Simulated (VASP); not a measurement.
Consider the following.

```yaml
crystal:
  lattice:
    - [0.00000, 1.96889, 1.96889]
    - [1.96889, 0.00000, 1.96889]
    - [1.96889, 1.96889, 0.00000]
  atoms:
    - { symbol: Rh, position: [0.00000, 0.00000, 0.00000] }
```

Computed with PBE GGA, VASP's PBE PAW potentials (set 64) (plane waves; VASP 6.6.1). Numerical set-up: 480 eV cut-off, 16×16×16 Γ-centred mesh, first-order Methfessel-Paxton smearing of 0.10 eV, potentials Rh_pv.

### Question
Predict the energy per atom (σ→0), pressure, band gap (on the k-mesh) with the smallest direct gap where there is one.

### Answer

| Property | Value |
|---|---|
| band gap (on the k-mesh) | none (metal, semimetal or under 0.01 eV) |
| energy per atom (σ→0) | -7.187 eV/atom |
| pressure | -17.16 GPa |

The compound is Rh in the fcc structure. This cell was strained or had an atom moved on purpose.
